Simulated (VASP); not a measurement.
The system is HfTeSe5.

```
Hf Te Se
1.0
     5.14789    0.00000    0.00000
    -2.57394    4.45820    0.00000
     0.00000    0.00000   10.06685
Hf Te Se
1 1 5
Direct
  0.00000 0.00000 0.50000
  0.00000 0.00000 0.00000
  0.50000 0.00000 0.50000
  0.00000 0.50000 0.50000
  0.50000 0.50000 0.50000
  0.33333 0.66667 0.00000
  0.66667 0.33333 0.00000
```

The cell was built by a generator and needn't be a form met in nature.

```yaml
Program: VASP 6.6.1
Task: relaxation of cell and atoms
Functional: PBE
Potentials_or_basis: VASP PAW PBE potentials, release 64 (Hf_pv, Te, Se)
Cutoff: 520 eV
k_mesh: 3 × 3 × 2
Occupations: gaussian, width 0.15 eV
Spin: no spin polarisation
```

At the start: pressure 7.6 GPa; volume 33.01 Å³/atom.

Problem. How do energy, volume and symmetry change on relaxing?

Solution. Over 24 steps the energy falls by 349.2 meV/atom and the volume is 22.88 Å³/atom (-30.7 %); space group P6/mmm (No. 191, to 0.05 Å).

The path:
```tsv
step	energy change (eV)	largest force (eV/Å)	pressure (GPa)	volume (Å³)
1	0.0000	0.0000	7.55	231.04
2	-0.1423	0.0000	-4.96	285.63
3	-0.8769	0.0000	-0.56	256.94
4	-0.8774	0.0000	-0.50	256.41
5	-0.8771	0.0000	-0.37	255.89
6	-0.9028	0.0000	-0.45	252.81
7	-0.9938	0.0000	-0.62	243.57
8	-1.2486	0.0000	-1.00	225.03
9	-1.9936	0.0000	-1.29	187.75
10	8.9849	0.0000	63.77	112.34
11	-2.0912	0.0000	-2.16	184.75
12	-2.2426	0.0000	5.82	148.68
13	-2.3171	0.0000	1.46	161.79
14	-2.3457	0.0000	2.10	158.92
15	-2.3563	0.0000	3.65	153.80
16	-2.3628	0.0000	3.06	155.99
17	-2.3792	0.0000	2.91	155.31
18	-2.3717	0.0000	3.21	153.23
19	-2.3874	0.0000	3.07	154.42
20	-2.4026	0.0000	2.62	155.30
21	-2.4341	0.0000	1.45	157.96
22	-2.4366	0.0000	-0.85	163.37
23	-2.4447	0.0000	-0.34	161.31
24	-2.4445	0.0000	0.23	160.18
```

Final structure:
```
Hf Te Se
1.0
     5.55212    0.00000    0.00000
    -2.77606    4.80828    0.00000
     0.00000    0.00000    6.00012
Hf Te Se
1 1 5
Direct
  0.00000 0.00000 0.50000
  0.00000 0.00000 0.00000
  0.50000 0.00000 0.50000
  0.00000 0.50000 0.50000
  0.50000 0.50000 0.50000
  0.33333 0.66667 0.00000
  0.66667 0.33333 0.00000
```

Caveat: the k mesh is coarse (spacing up to 0.47 Å⁻¹), so the values aren't converged; the volume moved by over 15 % at a fixed basis, so the end points are rough; this functional lacks dispersion, which binds the layers, so the pressure and a relaxed spacing across them are unreliable.
